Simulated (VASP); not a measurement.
Mo:

```
CELL_PARAMETERS angstrom
-1.57342 1.57342 1.57342
1.57342 -1.57342 1.57342
1.57342 1.57342 -1.57342
ATOMIC_POSITIONS crystal
Mo 0.00000 0.00000 0.00000
```

```yaml
Program: VASP 6.6.1
Task: relaxation of cell and atoms
Functional: PBEsol
Potentials_or_basis: VASP PAW PBE potentials, release 64 (Mo_sv)
Cutoff: 520 eV
k_mesh: 18 × 18 × 18
Occupations: gaussian, width 0.1 eV
Spin: no spin polarisation
```

At the start: pressure -4.0 GPa; volume 15.58 Å³/atom.

**Question.** How do energy, volume and symmetry change on relaxing?

**Answer.** Over 4 steps the energy falls by 2.9 meV/atom and the volume is 15.35 Å³/atom (-1.5 %); space group Im-3m (No. 229, to 0.05 Å).

Step by step:
```
step  energy change (eV)  largest force (eV/Å)  pressure (GPa)  volume (Å³)
   1              0.0000                0.0000           -4.03        15.58
   2              0.0221                0.0000           13.07        14.71
   3             -0.0029                0.0000           -0.07        15.36
   4             -0.0029                0.0000            0.02        15.35
```

Final structure:
```
CELL_PARAMETERS angstrom
-1.56563 1.56563 1.56563
1.56563 -1.56563 1.56563
1.56563 1.56563 -1.56563
ATOMIC_POSITIONS crystal
Mo 0.00000 0.00000 0.00000
```

Caveat: the PAW data sets were made with another functional, which shifts forces and pressure a little.
